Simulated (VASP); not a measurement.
Given:

```
Hf
1.0
    1.55520    -2.69369     0.00000
    1.55520     2.69369     0.00000
    0.00000     0.00000     4.93990
Hf
2
Direct
  0.33333   0.66667   0.25000
  0.66667   0.33333   0.75000
```

Level of theory: PBEsol GGA, VASP's PBE PAW potentials (set 64) (plane waves; VASP). Run with 500 eV cut-off, 13×13×8 Γ-centred mesh, first-order Methfessel-Paxton smearing of 0.10 eV, potentials Hf_pv.

Energy and stress use the plane-wave basis of the starting cell.

The ions, cell shape and volume at an external pressure of 10.0 GPa are relaxed. What does this cell relax into?

```
Hf
1.0
    1.53688    -2.66195     0.00000
    1.53688     2.66195     0.00000
    0.00000     0.00000     4.88167
Hf
2
Direct
  0.33333   0.66667   0.25000
  0.66667   0.33333   0.75000
```
Space group P6_3/mmc (194), at a tolerance of 0.03 Å.

How do energy and volume change from the first to the last step?

The energy (σ→0) changes by +33.5 meV/atom and the volume by -3.5 %, in 4 ionic steps.

The compound is Hf in the hcp structure. This run relaxes it under an external pressure of 10 GPa. Symmetry was kept, so distortions that lower it aren't found.
